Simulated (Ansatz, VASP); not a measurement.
# Si3N4 in two plane-wave programs

One calculation is typed for both programs; each brings its own data sets. How far apart do they land? The cell is taken from a series of runs on this material, whose earlier steps may have relaxed, scaled, displaced or heated it; both programs get it as it stands.

Method: plane waves, with VASP 6.6.1 beside it; zone-centre phonons at LDA, in Ansatz 0.2.0.

## Step 1: The structure

The structure is hexagonal, space group P6_3/m (No. 176). The conventional cell has a = 7.573 Å, b = 7.573 Å, c = 2.899 Å, α = 90.00°, β = 90.00°, γ = 120.00°. Nearest to Si lie 4 N at 1.72 to 1.73 Å. Nearest to N lie 3 Si at 1.73 Å. Nearest to N lie 3 Si at 1.72 Å. Farther neighbours and most contacts between anions are not listed.

As a file:

```
Si N
1.0
     7.57253    0.00000    0.00000
    -3.78627    6.55801    0.00000
     0.00000    0.00000    2.89854
Si N
6 8
Direct
  0.76765 0.17372 0.25000
  0.59393 0.76765 0.75000
  0.82628 0.59393 0.25000
  0.23235 0.82628 0.75000
  0.40607 0.23235 0.25000
  0.17372 0.40607 0.75000
  0.02996 0.32974 0.25000
  0.70022 0.02996 0.75000
  0.67026 0.70022 0.25000
  0.97004 0.67026 0.75000
  0.29978 0.97004 0.25000
  0.32974 0.29978 0.75000
  0.66667 0.33333 0.25000
  0.33333 0.66667 0.75000
```

## Step 2: Ansatz: zone-centre phonons, LDA

Ansatz runs on its PAW soft_1 files.

Second derivatives magnify differences that forces hide, and they need a tight electronic threshold.

File input.yaml:

```yaml
crystal:
  lattice:
    - [7.5725335831, 0.0, 0.0]
    - [-3.7862667916, 6.558006454, 0.0]
    - [0.0, 0.0, 2.898544811]
  atoms:
    - { symbol: Si, position: [0.7676520382, 0.1737194714, 0.25] }
    - { symbol: Si, position: [0.5939325668, 0.7676520382, 0.75] }
    - { symbol: Si, position: [0.8262805286, 0.5939325668, 0.25] }
    - { symbol: Si, position: [0.2323479618, 0.8262805286, 0.75] }
    - { symbol: Si, position: [0.4060674332, 0.2323479618, 0.25] }
    - { symbol: Si, position: [0.1737194714, 0.4060674332, 0.75] }
    - { symbol: "N", position: [0.029958908, 0.3297380212, 0.25] }
    - { symbol: "N", position: [0.7002208868, 0.029958908, 0.75] }
    - { symbol: "N", position: [0.6702619788, 0.7002208868, 0.25] }
    - { symbol: "N", position: [0.970041092, 0.6702619788, 0.75] }
    - { symbol: "N", position: [0.2997791132, 0.970041092, 0.25] }
    - { symbol: "N", position: [0.3297380212, 0.2997791132, 0.75] }
    - { symbol: "N", position: [0.6666666667, 0.3333333333, 0.25] }
    - { symbol: "N", position: [0.3333333333, 0.6666666667, 0.75] }
kpoints:
  mp_grid: { grid: [3, 3, 4] }
hamiltonian:
  xc: lda
  pseudopotentials: { kind: paw, azcp: { folder: soft_1 }, xc_functional: pbe }
scf:
  occupations: { method: fixed }
output:
  eigenvalues: true
basis:
  ecutwfc: 260.0
phonons:
  method: dfpt
```

On the command line:

```console
$ ansatz run input.yaml --threads 4 --pin off --max-ram 8192MiB --backend cpu --events-out ev --progress --plain --runs-dir out
```

Numbers of over 12 decimals in the logs are rounded to 6 here.

What it wrote:

```text
Warning: basis.ecutwfc = 260 eV is below the records' recommended 420 eV, and the density's cutoff is lower with it unless basis.ecutrho_ratio is high enough to keep the records' density cutoff: compare with a run at a higher cutoff
zone centre: on kpoints.mp_grid the ground state, and the responses unless they are solved on pairs of k-points, stand on 15 of the mesh's 36 k-points, reduced under 2 symmetry operations, with k and −k counted as one. Each operation leaves every solved displacement unchanged or reverses it
Engine: ansatz 0.2.0, x86_64-unknown-linux-gnu
Pseudopotentials: kind: paw
Pseudopotential: Si, paw, valence charge 4, recommended cutoff 420 eV (normal), soft_1/Si.paw.azcp
Pseudopotential: N, paw, valence charge 5, recommended cutoff 420 eV (normal), soft_1/N.paw.azcp
Functional definition: SPW92
  exchange = slater_x
  correlation = pw_c
Crystal: 14 atoms, lattice volume = 143.944 Å³
Basis set: ecut = 260 eV, 1387 PW (Γ), exchange–correlation on 80×80×32 points (8 copies of the dense FFT grid, shifted against one another)
Bands: 46, of which v1, the nominal top of the filled ones, is band 32 counted from 1 (31 counted from 0)
Symmetry: 12 space group operations
k-points: 15 of 36 (irreducible under 2 space group operations, time reversal used)
Non-local potential: Si, projectors of the file, l = 0: 2, l = 1: 2, l = 2: 1
Non-local potential: N, projectors of the file, l = 0: 2, l = 1: 2, l = 2: 1
PAW form: soft (Blöchl's): semilocal exchange-correlation on the pseudo side does not see the compensation charge
PAW frozen core: Si, regenerated for the run's functional, and the local potential with it (the file was generated under x = pbe(κ = 0.804, μ = 0.219515), c = pbe(β = 0.066725))
PAW frozen core: N, regenerated for the run's functional, and the local potential with it (the file was generated under x = pbe(κ = 0.804, μ = 0.219515), c = pbe(β = 0.066725))
PAW one-centre angular grid: Si, 110 points (default); XC on 64 Gauss nodes
PAW one-centre angular grid: N, 110 points (default); XC on 64 Gauss nodes
Initial density: superposition of atomic densities (chi_scale 0.1, normalization cell, long waves kept (reshape's long-wave potential 0.01 eV rms))
Initial wavefunctions: pseudopotential atomic-orbital guess
Functional: x = slater, c = lda
SCF iter   1: F=—  HF=-6665.415680 eV  |F-HF|=—  |Δ(HF+E_count)|=         —  Δρ=1.44e-1  dr2=3.11e1  ethr=3.10e-3  ⟨swp⟩=5.0  Hψ=2672  notcnv=0  defer=170
preconditioner: auto → Resta (q_TF=auto, 2.384 Å⁻¹)  ε∞=3.5  [insulator: Δε(μ)=6.020 eV  Ē_g=15.518 eV  n_scr=32 (ndim 8)  ℏωp=24.8 eV  f_vac=0.009  ε∞_Penn≈3.5]
SCF iter   2: F=—  HF=-6655.770884 eV  |F-HF|=—  |Δ(HF+E_count)|=    9.64e0  Δρ=5.07e-2  dr2=2.15e0  ethr=3.10e-3  ⟨swp⟩=3.9  Hψ=1759  notcnv=0  defer=174
SCF iter   3: F=—  HF=-6655.173875 eV  |F-HF|=—  |Δ(HF+E_count)|=   5.97e-1  Δρ=2.29e-2  dr2=4.19e-1  ethr=3.10e-3  ⟨swp⟩=1.2  Hψ=577  notcnv=0  defer=174
SCF iter   4: F=—  HF=-6655.047832 eV  |F-HF|=—  |Δ(HF+E_count)|=   1.26e-1  Δρ=1.89e-3  dr2=5.50e-3  ethr=6.54e-4  ⟨swp⟩=3.0  Hψ=1045  notcnv=0  defer=176
SCF iter   5: F=—  HF=-6655.048608 eV  |F-HF|=—  |Δ(HF+E_count)|=   7.76e-4  Δρ=9.82e-4  dr2=1.46e-3  ethr=8.59e-6  ⟨swp⟩=2.0  Hψ=1046  notcnv=0  defer=176
SCF iter   6: F=—  HF=-6655.048393 eV  |F-HF|=—  |Δ(HF+E_count)|=   2.16e-4  Δρ=3.41e-4  dr2=1.69e-4  ethr=2.28e-6  ⟨swp⟩=2.0  Hψ=1016  notcnv=0  defer=176
SCF iter   7: F=—  HF=-6655.048377 eV  |F-HF|=—  |Δ(HF+E_count)|=   1.57e-5  Δρ=7.10e-5  dr2=1.12e-5  ethr=2.64e-7  ⟨swp⟩=2.1  Hψ=981  notcnv=0  defer=153
SCF iter   8: F=—  HF=-6655.048386 eV  |F-HF|=—  |Δ(HF+E_count)|=   8.70e-6  Δρ=1.19e-5  dr2=3.10e-7  ethr=1.75e-8  ⟨swp⟩=2.6  Hψ=1014  notcnv=0  defer=145
SCF iter   9: F=—  HF=-6655.048383 eV  |F-HF|=—  |Δ(HF+E_count)|=   3.01e-6  Δρ=1.84e-6  dr2=6.78e-9  ethr=4.85e-10  ⟨swp⟩=2.1  Hψ=889  notcnv=0  defer=131
SCF iter  10: F=-6655.048383 eV  HF=-6655.048383 eV  |F-HF|=1.27e-11  |Δ(HF+E_count)|=  1.07e-10  Δρ=2.41e-7  dr2=5.48e-11  ethr=1.00e-12  ⟨swp⟩=18.0  Hψ=6045  notcnv=0
SCF 1 converged in 10 iterations: F = -6655.048383 eV  dr2 = 5.48e-11
  greatest PAW one-centre occupation: 0.786 electrons in one spin orbital (limit 2), on the N atom at site 13 (counted from 0), in its partial waves of l = 0
DFPT response loops at Γ: preconditioner auto → Resta (q_TF=auto, 2.384 Å⁻¹)  ε∞=3.8 (no band partly filled); β = 1.00, the filter's whole step (`scf.mixing.beta` (0.50) is not read by the response loops at its default; to damp them type it under 1.00, their step now; it binds the ground state too); Broyden in place of MSR1
SCF converged after 10 iterations
Free energy (F): -6655.048383 eV
Harris-Foulkes:  -6655.048383 eV  (|F-HF|=1.27e-11)
Internal energy: -6655.048383 eV  (E = F + TS)
E sigma→0 (E₀):  -6655.048383 eV
Fermi energy:    8.123579 eV
--- Per-component energies (eV) ---
  E_band       = 53.421924
  E_kinetic    = 1351.609478
  E_local      = -2015.249493  (includes V_loc(G=0)·N_el)
  E_nonlocal   = 403.997743
  E_hartree    = 704.240753
  E_xc         = -826.666635
  E_vxc        = -914.418810  (∫ρ·V_xc dr)
  E_paw        = -3859.159509  (= ΣΔE_a)
  E_vpaw       = -181.071052  (= ΣTr[D̂ρ^β])
  E_aug_tail   = 0.072579  (compensation charges beyond the density's cutoff)
  E_ewald      = -2415.039635
  E_core_change = 1.146337  (= ΣΔE_core)
  E_smearing   = -0.000000  (= −TS)
  E_closure    = 0.000000  (closes the sum)
  Σ components = -6655.048383   (vs F -6655.048383, Δ=0.00e0)
--- Band table (eV; the first three rows and the last of 15) ---
  k-point 0: bands = [... 28 lower, 6.8413, 7.6788, 7.8005, 7.9450, 12.3185, 12.7462, 12.9415, 12.9415, ... 10 higher]
  k-point 1: bands = [... 28 lower, 6.5442, 6.8296, 6.8296, 8.1236, 13.7573, 13.7573, 14.4811, 14.7843, ... 10 higher]
  k-point 2: bands = [... 28 lower, 6.5288, 6.5288, 6.7788, 6.7788, 12.7382, 12.7382, 12.7382, 12.7382, ... 10 higher]
  k-point 14: bands = [... 28 lower, 6.5861, 6.5861, 7.0351, 7.0351, 12.8133, 12.8133, 13.4492, 13.4492, ... 10 higher]
--- Phonons (Γ-DFPT): 8 representative perturbations + reference, on 15 of 36 k-points (Σ response iterations 28) ---
  k mesh reduced under 2 symmetry operations, with k and −k counted as one. Each operation leaves every solved displacement unchanged or reverses it
  ASR residual: 2.075e-4 → 0.000e0 eV/Å²; symmetrization residual: 2.285e-6 eV/Å²
  ASR residual per site (eV/Å²): 5.06e-5 4.32e-5 6.11e-5 5.06e-5 4.32e-5 6.11e-5 1.00e-4 7.36e-5 9.90e-5 1.00e-4 7.36e-5 9.90e-5 2.07e-4 2.07e-4
  Γ frequencies (cm⁻¹): 0.00 0.00 0.00 175.05 175.05 199.32 219.20 219.20 243.56 263.98 297.41 297.41 354.50 391.99 418.04 418.04 434.61 434.61 450.24 548.07 557.47 557.47 612.48 612.48 649.12 719.33 861.25 872.56 872.56 879.12 879.12 894.21 897.04 897.04 930.91 930.91 939.45 1032.52 1032.52 1043.49 1043.49 1064.07
  non-analytic LO–TO correction: not included (Born effective charges unavailable; polar crystals: no LO–TO splitting at Γ)
```

[end of part 1 of 3]

[Lines on the potential files, build, host, timing and source positions are cut from VASP's logs without a mark.]

[Logs are printed without paths, hosts, clocks, repeated set-up lines and the standing remarks that a program may print on its own settings, such as how far it seeks lower states.]

[Hosts, paths, dates, database ids (printed as entryN), source tags and the programs' standing remarks are cut or masked in the printed files.]
